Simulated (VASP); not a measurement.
# RbYMg6 (Amm2) in VASP: notebook

Aim: see how the results for RbYMg6 move with the level of theory and the settings. Levels: TPSS+D3, BLYP. Tasks: density of states, band structure.

Program: VASP 6.6.1. These are calculated values, not measurements. Logs are shortened: lines on timing, memory, paths and dates and some standing lists are left out, and cuts for length are marked.

## 1. Starting point

The structure is orthorhombic, space group Amm2 (No. 38). Conventional cell: a = 5.472 Å, b = 7.057 Å, c = 11.765 Å, α = 90.00°, β = 90.00°, γ = 90.00°. Around Y (site symmetry mm2) lie 10 Mg at 3.25 to 3.61 Å and 2 Rb at 3.62 Å. Rb (site symmetry mm2) has 10 Mg at 3.37 to 3.53 Å and 2 Y at 3.62 Å as nearest neighbours. Mg (site symmetry mm2) has 10 Mg at 3.33 to 3.44 Å and 2 Rb at 3.53 Å as nearest neighbours. Mg (site symmetry m) is surrounded by 2 Y at 3.28 Å and 8 Mg at 3.32 to 3.74 Å and 2 Rb at 3.37 to 3.50 Å. Around Mg (site symmetry mm2) lie 10 Mg at 3.41 to 3.44 Å and 2 Y at 3.53 Å. Mg (site symmetry m) is surrounded by 2 Y at 3.25 to 3.61 Å and 7 Mg at 3.31 to 3.43 Å and 2 Rb at 3.40 Å.

The cell comes from a database or a generator and needn't be the stable form of this composition.

## 2. Density of states, TPSS+D3

Contents of run.py:

```python
from ase.calculators.vasp import Vasp
from ase.dft.dos import DOS
from ase.io import read

atoms = read('POSCAR')
calc = Vasp(
    directory='calc',
    xc='tpss',
    pp='PBE',
    setups={'base': 'minimal', 'Y': '_sv_GW', 'Rb': '_sv_GW', 'Mg': '_GW'},
    prec='Accurate',
    encut=550,
    ediff=1e-06,
    ismear=0,
    sigma=0.02,
    lreal=False,
    lasph=True,
    nelm=60,
    algo='Normal',
    isif=2,
    lwave=False,
    lcharg=False,
    lmaxmix=4,
    lmixtau=True,
    ivdw=11,
    lorbit=11,
    kpts=[5, 5, 5],
    gamma=False,
)
atoms.calc = calc

print('energy (eV):', atoms.get_potential_energy())
print('free energy (eV):', atoms.get_potential_energy(force_consistent=True))
print('forces (eV/A):')
print(atoms.get_forces())
print('stress (eV/A^3, Voigt):', atoms.get_stress())
print('Fermi level (eV):', calc.get_fermi_level())
dos = DOS(calc, width=0.1, window=(-10, 10), npts=301)
print('E - E_F (eV), DOS (1/eV)')
for e, g in zip(dos.get_energies(), dos.get_dos()):
    print(f'{e:8.3f} {g:10.4f}')
```

Contents of POSCAR:

```
RbYMg6
1.0
    5.4724020000      0.0000000000      0.0000000000
    0.0000000000      3.5283340000      5.8827210000
    0.0000000000     -3.5283340000      5.8827210000
Y Rb Mg
1 1 6
Direct
    0.5000000000      0.3493590000      0.3493590000
    0.0000000000      0.1483530000      0.1483530000
    0.0000000000      0.6653070000      0.6653070000
    0.0000000000      0.1752200000      0.6457080000
    0.0000000000      0.6457080000      0.1752200000
    0.5000000000      0.8423840000      0.8423840000
    0.5000000000      0.3526540000      0.8210160000
    0.5000000000      0.8210160000      0.3526540000
```

Potentials or basis: VASP PAW PBE potentials, release 64 (Y_sv_GW, Rb_sv_GW, Mg_GW).

Command:

```
$ python run.py
```

Standard output:

```text
energy (eV): -61.47872232
free energy (eV): -61.47970961
forces (eV/A):
[[ 0.          0.          0.12455112]
 [ 0.          0.         -0.18911568]
 [ 0.          0.         -0.00366009]
 [ 0.         -0.03766754 -0.03223436]
 [ 0.          0.03766754 -0.03223436]
 [ 0.          0.          0.06141515]
 [ 0.          0.14188474  0.03563911]
 [ 0.         -0.14188474  0.03563911]]
stress (eV/A^3, Voigt): [ 0.00947722  0.00881317  0.00763413 -0.         -0.         -0.        ]
Fermi level (eV): 2.81628666
E - E_F (eV), DOS (1/eV)
 -10.000     0.0000
  -9.933     0.0000
  -9.867     0.0000
  -9.800     0.0000
  -9.733     0.0000
  -9.667     0.0000
[... 293 lines left out ...]
   9.933     0.0000
  10.000     0.0000
```

OUTCAR:

```text
ENCUT = 550.000000
   EDIFF = 1.00e-06
   METAGGA = TPSS
   PREC = Accurate
   ISIF = 2
   ISMEAR = 0
   LORBIT = 11
[... 838 lines left out ...]
  free  energy   TOTEN  =       -61.4797096056 eV

  energy  without entropy=      -61.4777350269  energy(sigma->0) =      -61.47872232

 total charge

# of ion       s       p       d       f       tot
--------------------------------------------------
    1        2.982   5.373   0.470   0.001   8.825
    2        3.724   5.639   0.150   0.003   9.517
    3        0.209   0.089   0.007   0.000   0.305
    4        0.226   0.102   0.007   0.000   0.336
    5        0.226   0.102   0.007   0.000   0.336
    6        0.187   0.102   0.008   0.000   0.296
    7        0.220   0.104   0.007   0.000   0.331
    8        0.220   0.104   0.007   0.000   0.331
--------------------------------------------------
tot          7.995  11.614   0.664   0.004  20.277
```

INCAR:

```text
ENCUT = 550.000000
SIGMA = 0.020000
EDIFF = 1.00e-06
ALGO = Normal
METAGGA = TPSS
PREC = Accurate
ISIF = 2
ISMEAR = 0
LMAXMIX = 4
LORBIT = 11
NELM = 60
IVDW = 11
LASPH = .TRUE.
LCHARG = .FALSE.
LWAVE = .FALSE.
LMIXTAU = .TRUE.
LREAL = .FALSE.
```

Wall time 11 min (1 thread of Intel Xeon 6975P-C (Granite Rapids), shared host); peak memory 0.54 GiB.

Results:

```yaml
Free_energy: -61.4797 eV
Pressure: -1.4 GPa
Largest_force: 0.189 eV/Å
Valence_electrons_inside_the_program's_atomic_spheres: Y 8.82; Rb 9.52; Mg 0.30, 0.34, 0.33
Dispersion_energy_per_atom: -0.293 eV
```

Forces in eV/Å, atoms in the order of the input:
```
Y    0.000  0.000  0.125
Rb   0.000  0.000 -0.189
Mg   0.000  0.000 -0.004
Mg   0.000 -0.038 -0.032
Mg   0.000  0.038 -0.032
Mg   0.000  0.000  0.061
Mg   0.000  0.142  0.036
Mg   0.000 -0.142  0.036
```

States per cell in windows of 1 eV (zero at the Fermi level; states under -8 eV left out):
```csv
from (eV),total,Y1_d,Rb2_d,Mg3_s,Rb2_p,Mg4_s,Mg5_s
-8.0,0.00,0.00,0.00,0.00,0.00,0.00,0.00
-7.0,0.00,0.00,0.00,0.00,0.00,0.00,0.00
-6.0,0.42,0.00,0.00,0.01,0.00,0.01,0.01
-5.0,1.53,0.00,0.00,0.04,0.02,0.03,0.03
-4.0,2.07,0.01,0.01,0.03,0.02,0.04,0.04
-3.0,2.95,0.04,0.02,0.04,0.04,0.06,0.06
-2.0,3.21,0.09,0.04,0.04,0.03,0.04,0.04
-1.0,4.58,0.27,0.07,0.04,0.04,0.03,0.03
0.0,4.67,0.43,0.10,0.04,0.05,0.01,0.01
1.0,5.14,0.74,0.15,0.04,0.06,0.01,0.01
2.0,0.06,0.01,0.00,0.00,0.00,0.00,0.00
3.0,0.00,0.00,0.00,0.00,0.00,0.00,0.00
```

Caveat: the PAW data sets were made with another functional, which shifts forces and pressure a little; pairwise dispersion overbinds metals, which lowers pressure and volume.

## 3. Band structure, BLYP

Contents of run.py:

```python
from ase.calculators.vasp import Vasp
from ase.dft.bandgap import bandgap
from ase.spacegroup import crystal

atoms = crystal(
    ['Y', 'Rb', 'Mg', 'Mg', 'Mg', 'Mg'],
    basis=[[0.5, 0.5, 0.849359], [0.0, 0.5, 0.648353], [0.0, 0.5, 0.165307], [0.0, 0.264756, 0.910464], [0.5, 0.5, 0.342384], [0.5, 0.265819, 0.086835]],
    spacegroup=38,
    setting=1,
    cellpar=[5.472402, 7.056668, 11.765442, 90.0, 90.0, 90.0],
    primitive_cell=True,
)
calc = Vasp(
    directory='calc',
    xc='blyp',
    pp='PBE',
    setups='recommended',
    prec='Accurate',
    encut=520,
    ediff=1e-06,
    ismear=0,
    sigma=0.05,
    lreal=False,
    lasph=True,
    nelm=60,
    algo='Normal',
    isif=2,
    lwave=False,
    lcharg=True,
    lmaxmix=4,
    kpts=[5, 5, 5],
    gamma=True,
)
atoms.calc = calc

print('energy (eV):', atoms.get_potential_energy())
print('free energy (eV):', atoms.get_potential_energy(force_consistent=True))
efermi = calc.get_fermi_level()
print('Fermi level (eV):', efermi)
path = atoms.cell.bandpath(npoints=40, eps=1e-4)
print('path:', path.path)
calc.set(kpts=path.kpts, reciprocal=True, icharg=11, isym=0, lcharg=False)
calc.calculate(atoms)
print('gap on the path (eV):', bandgap(calc, efermi=efermi)[0])
print('direct gap on the path (eV):', bandgap(calc, efermi=efermi, direct=True)[0])
```

Potentials or basis: VASP PAW PBE potentials, release 64 (Y_sv, Rb_sv, Mg).

Command:

```
$ python run.py
```

Run time: 3.7 min. Hardware: 1 thread of Intel Xeon 6975P-C (Granite Rapids), shared host; peak memory 0.48 GiB.

Results (log left out):

* Band gap along the path: none (metal or under the smearing width)

Levels at the corners of the path, in eV from the Fermi level:
| point | band 13 | band 14 | band 15 | band 16 | band 17 | band 18 | band 19 | band 20 |
| --- | --- | --- | --- | --- | --- | --- | --- | --- |
| Γ | -1.67 | -1.32 | -0.74 | -0.40 | 0.12 | 0.35 | 1.07 | 1.66 |
| X | -0.81 | -0.61 | -0.43 | -0.15 | 0.27 | 0.66 | 1.04 | 1.14 |
| S | -0.87 | -0.77 | -0.24 | 0.01 | 0.37 | 0.67 | 1.26 | 1.49 |
| R | -1.56 | -1.03 | -1.00 | -0.90 | 0.30 | 0.98 | 1.03 | 1.48 |
| A | -2.36 | -2.10 | 0.06 | 0.17 | 0.48 | 0.69 | 0.79 | 0.94 |
| Z | -1.18 | -1.01 | -0.93 | -0.61 | -0.35 | 0.13 | 0.31 | 0.59 |
| Γ | -1.67 | -1.32 | -0.74 | -0.40 | 0.12 | 0.35 | 1.07 | 1.68 |
| Y | -0.83 | -0.28 | -0.10 | -0.01 | 0.19 | 0.33 | 0.50 | 1.18 |
| X1 | -0.81 | -0.61 | -0.43 | -0.15 | 0.27 | 0.66 | 1.04 | 1.14 |
| A1 | -2.36 | -2.10 | 0.06 | 0.17 | 0.48 | 0.69 | 0.79 | 0.94 |
| T | -1.78 | -1.70 | -0.91 | -0.52 | 0.20 | 0.85 | 1.06 | 1.43 |
| Y | -0.83 | -0.28 | -0.10 | -0.01 | 0.19 | 0.33 | 0.50 | 1.18 |
| Z | -1.18 | -1.01 | -0.93 | -0.61 | -0.35 | 0.13 | 0.31 | 0.59 |
| T | -1.78 | -1.70 | -0.91 | -0.52 | 0.20 | 0.85 | 1.06 | 1.43 |

Caveat: the log is that of the step along the path at fixed density, whose energy, stress, charges and moments have no meaning; the PAW data sets were made with another functional, which shifts forces and pressure a little.
